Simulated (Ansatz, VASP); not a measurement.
# Hf: VASP beside Ansatz, part 2 of 2

Wanted: the spread between two codes on one cell, functional and k mesh. The cell is taken from a series of runs on this material, whose earlier steps may have relaxed, scaled, displaced or heated it; both programs get it as it stands.

VASP 6.6.1 and Ansatz 0.2.0.

So far. Step 6 (VASP: single point, LDA, pair 2): The run ends at a pressure of 1.40 GPa, with forces up to 0.15 eV/Å. Step 7 (Ansatz: single point, LDA, pair 2): The run ends at a pressure of -0.05 GPa, with forces up to 0.16 eV/Å.

### Step 9. Ansatz: single point, LDA, pair 3

Level of this step: Ansatz beside VASP: Kohn-Sham DFT, plane waves, LDA (Ansatz).

With cell and atoms fixed, the geometry can't cause a difference; cores, projectors, grids and the points listed under the comparison can.

The cell is taken from a series of runs on this material, whose earlier steps may have relaxed, scaled, displaced or heated it; both programs get it as it stands.

Contents of input.yaml:

```yaml
crystal:
  lattice:
    - [-1.7144954714, 1.7144954714, 1.7144954714]
    - [1.7144954714, -1.7144954714, 1.7144954714]
    - [3.4289909427, 3.4289909427, 0.0]
  atoms:
    - { symbol: Hf, position: [-0.0164971397, 0.0164971397, 0.0] }
    - { symbol: Hf, position: [0.5164971397, 0.4835028603, 0.5] }
kpoints:
  mp_grid: { grid: [14, 14, 8] }
hamiltonian:
  xc: lda
  pseudopotentials: { kind: nc }
scf:
  occupations: { method: methfessel_paxton, width: 0.15 }
output:
  forces: true
  stress: true
  eigenvalues: true
```

Launch:

```bash
$ ansatz run input.yaml --threads 4 --pin off --max-ram 7168MiB --backend cpu --events-out ev --progress --plain --runs-dir out
```

The program printed:

```text
[...]
Crystal: 2 atoms, lattice volume = 40.318 Å³
Basis set: ecut = 789.130201 eV, 1983 PW (Γ)
Bands: 16, of which v1, the nominal top of the filled ones, is band 12 counted from 1 (11 counted from 0)
Symmetry: 8 space group operations
[...]
k-points: 285 of 1568
[...]
--- Band table (eV; the first three rows and the last of 285) ---
  k-point 0: bands = [... 8 lower, 8.3599, 11.9795, 14.9730, 17.1838, 17.2706, 17.2717, 17.3180, 20.1579]
  k-point 1: bands = [... 8 lower, 8.5249, 11.9484, 15.0339, 16.9863, 17.0662, 17.2208, 17.4400, 20.0417]
  k-point 2: bands = [... 8 lower, 8.9988, 11.7783, 15.2154, 16.3862, 16.7529, 17.0227, 17.9352, 19.6953]
  k-point 284: bands = [... 8 lower, 13.3327, 13.3327, 14.4664, 14.4664, 17.4678, 17.4678, 17.9083, 17.9083]
[key lines of the parts left out:]
SCF converged after 6 iterations
Free energy (F): -3071.744890 eV
Fermi energy:    15.690051 eV
P = ⅓ Tr σ = 0.1383 GPa (1.383 kbar)
```

The run ends at a pressure of 0.14 GPa, with forces up to 0.30 eV/Å.

### Step 10. VASP: single point, LDA, pair 3

The same cell, functional (in two slightly different forms), mesh and smearing now go to VASP, with its own data sets.

Contents of INCAR:

```
SYSTEM = Hf
PREC = Accurate
ENCUT = 500
EDIFF = 1E-06
NELM = 120
ISMEAR = 1
SIGMA = 0.15
LREAL = .FALSE.
ALGO = Normal
GGA = PW92
NBANDS = 16
LASPH = .TRUE.
LORBIT = 11
LWAVE = .FALSE.
LCHARG = .FALSE.
ISIF = 2
GGA_COMPAT = .FALSE.
KPAR = 2
```

Contents of POSCAR:

```
Hf
1.0
   -1.7144954714      1.7144954714      1.7144954714
    1.7144954714     -1.7144954714      1.7144954714
    3.4289909427      3.4289909427      0.0000000000
Hf
2
Direct
    0.9835028603      0.0164971397      0.0000000000
    0.5164971397      0.4835028603      0.5000000000
```

Contents of KPOINTS:

```
Automatic mesh
0
Gamma
14 14 8
0 0 0
```

The projector-augmented-wave data sets are Hf_pv (LDA family, release 64).

Launch:

```bash
$ mpirun -np 2 vasp_std
```

The program printed:

```text
[... set-up lines as in an earlier step ...]
 entering main loop
       N       E                     dE             d eps       ncg     rms          rms(c)
DAV:   1     0.473535914624E+02    0.47354E+02   -0.11100E+04  9128   0.116E+03
DAV:   2    -0.201421298993E+02   -0.67496E+02   -0.65988E+02 12344   0.252E+02
DAV:   3    -0.216990381176E+02   -0.15569E+01   -0.15436E+01 11848   0.264E+01
DAV:   4    -0.217092877850E+02   -0.10250E-01   -0.10247E-01 11328   0.263E+00
[...]
DAV:  10    -0.211039370082E+02    0.60166E-07   -0.25658E-05 10552   0.387E-02    0.126E-01
DAV:  11    -0.211039358440E+02    0.11642E-05   -0.35716E-06 11456   0.133E-02    0.135E-02
DAV:  12    -0.211039358082E+02    0.35758E-07   -0.11355E-07  6784   0.274E-03
   1 F= -.21103936E+02 E0= -.21104975E+02  d E =0.311757E-02
```

From OUTCAR (step 10):

```text
  Total        0.3704436      0.3704436      0.4529308     -0.1522919      0.0000000      0.0000000
  in kB       14.7208770     14.7208770     17.9987936     -6.0518521      0.0000000      0.0000000
  external PRESSURE =      15.8135159 kB  Pullay stress =       0.0000000 kB

 POSITION                                       TOTAL-FORCE (eV/Angst)
 -----------------------------------------------------------------------------------
     -1.65793      1.65793      1.71450         0.207998     -0.207998      0.000000
      1.65793      1.77106      1.71450        -0.207998      0.207998      0.000000
 -----------------------------------------------------------------------------------
    total drift:                                0.000000     -0.000000     -0.000000

  FREE ENERGIE OF THE ION-ELECTRON SYSTEM (eV)
  ---------------------------------------------------
  free  energy   TOTEN  =       -21.1039358082 eV

  energy  without entropy=      -21.1070533780  energy(sigma->0) =      -21.10497500

[... 2 parts as in an earlier step ...]

[... 1 further part left out ...]
[key lines of the parts left out:]
E-fermi :   5.1868
```

The run ends at a pressure of 1.58 GPa, with forces up to 0.29 eV/Å.

### Step 11. Comparison

What differs besides the data sets and the points named for the pairs above, as far as they apply: the data sets hold 24 valence electrons in Ansatz (on norm-conserving files, of PseudoDojo where its log says so) and 20 in VASP. Total energies have different zeros and are not compared.

Both answers:

```csv
quantity,Ansatz,VASP,difference
pressure (GPa),0.14,1.58,-1.44
```

Forces (eV/Å; atoms numbered as in POSCAR):

```csv
atom,"Ansatz x, y, z","VASP x, y, z"
Hf1,"0.215, -0.215, 0.000","0.208, -0.208, 0.000"
Hf2,"-0.215, 0.215, 0.000","-0.208, 0.208, 0.000"
```

The forces differ by 5.9 meV/Å r.m.s., which is 3.5 % of the r.m.s. force of 0.170 eV/Å (both taken over all components).

### Step 12. Outcome

```yaml
difference_in_pressure_single_point_lda_pair_1: -1.6 GPa
difference_in_pressure_single_point_lda_pair_2: -1.5 GPa
difference_in_pressure_single_point_lda_pair_3: -1.4 GPa
```

What this shows: The difference in pressure is -1.6 GPa (single point, LDA, pair 1), beyond the 1 GPa picked in this series as the mark of a large difference. The data sets hold unlike numbers of valence electrons (12 in Ansatz and 10 in VASP and 24 in Ansatz and 20 in VASP), so part of the differences may come from the potentials. For single point, LDA, pair 1, no further run moves any of the tabulated differences by more than a quarter of its size. What causes the difference of the single point, LDA, pair 2 pair stays open here. What causes the difference of the single point, LDA, pair 3 pair stays open here. 5 further pairs of this series are not shown here. Such differences can come from data sets, numerical settings and the points named under the comparisons, not from the functional's error against experiment.

[Lines on the potential files, build, host, timing and source positions are cut from VASP's logs without a mark.]

[Logs are printed without paths, hosts, clocks, repeated set-up lines and the standing remarks that a program may print on its own settings, such as how far it seeks lower states.]

[Hosts, paths, dates, database ids (printed as entryN), source tags and the programs' standing remarks are cut or masked in the printed files.]
